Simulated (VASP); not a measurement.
An input for Quantum ESPRESSO's pw.x (written as the equivalent of a VASP run, and not itself run):

```
&CONTROL
  calculation = 'scf'
  pseudo_dir = './pseudo'
  outdir = './out'
  tprnfor = .true.
  tstress = .true.
/
&SYSTEM
  ibrav = 0
  nat = 3
  ntyp = 2
  ecutwfc = 86
  occupations = 'smearing'
  smearing = 'gaussian'
  degauss = 0.01999
  input_dft = 'pbesol'
/
&ELECTRONS
  conv_thr = 7.3e-08
  electron_maxstep = 100
/
ATOMIC_SPECIES
  Sn 118.710 Sn.upf
  Se 78.971 Se.upf
CELL_PARAMETERS angstrom
     3.8124630    0.0000000    0.0000000
    -1.9062310    3.3016900    0.0000000
     0.0000000    0.0000000   11.1092110
ATOMIC_POSITIONS crystal
  Sn   0.0221390  0.0205270  0.5034450
  Se   0.3256210  0.6468950  0.6399380
  Se   0.6522400  0.3325780  0.3600620
K_POINTS automatic
  5 5 1 0 0 0
```

**Question.** Translate this input to VASP (INCAR, KPOINTS, POSCAR, choice of POTCAR).

**Answer.** This is not unique; one that fits is 
### KPOINTS
```
Automatic mesh
0
Gamma
5 5 1
0 0 0
```

INCAR:
```
ALGO = Normal
EDIFF = 1E-6
ENCUT = 300
GGA = PS
ISIF = 2
ISMEAR = 0
LASPH = .TRUE.
LCHARG = .FALSE.
LMAXMIX = 4
LREAL = .FALSE.
LWAVE = .FALSE.
NELM = 100
PREC = Accurate
SIGMA = 0.272
SYSTEM = SnSe2
```

POSCAR:
```
SnSe2
3.8124630
  1.0000000000   0.0000000000   0.0000000000
 -0.4999998689   0.8660254539   0.0000000000
  0.0000000000   0.0000000000   2.9139196892
Sn Se
1 2
Cartesian
  0.0118755027   0.0177769045   1.4669982979
  0.0021735848   0.5602275360   1.8647279381
  0.4859510436   0.2880210134   1.0491917511
```

POTCAR, in this order: Sn_d Se (PBE.64 set). Program: vasp_std.

What does not carry over: the potentials are each code's own (VASP's PAW set, PseudoDojo norm-conserving files in pw.x), so ENCUT and ecutwfc are chosen apart and not converted; conv_thr bounds pw.x's estimated SCF error, while EDIFF bounds the energy change between steps.

The cell is a sheet with vacuum, built from a generated structure.
